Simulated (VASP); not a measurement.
Consider the following.

```
CELL_PARAMETERS angstrom
      0.00000     2.96453     2.96453
      2.96453     0.00000     2.96453
      2.96453     2.96453     0.00000
ATOMIC_POSITIONS crystal
  Pb 0.00000 0.00000 0.00000
  F  0.25000 0.25000 0.25000
  F  0.75000 0.75000 0.75000
```

Calculation: PW91 GGA, VASP's PBE PAW potentials (set 64) (plane waves; VASP 6.6.1). Settings: 520 eV cut-off, 7×7×7 Γ-centred mesh, Gaussian smearing of 0.050 eV, potentials Pb_d F.

Q: Give the stress tensor in GPa (positive for a compressed cell).

A: 
```
2.10  0.00  0.00
0.00  2.10  0.00
0.00  0.00  2.10
```
The pressure is its mean diagonal, 2.10 GPa.

The compound is PbF2 in the fluorite structure, the β form. This cell is one point of a volume scan, at 0.97 of the reference volume.
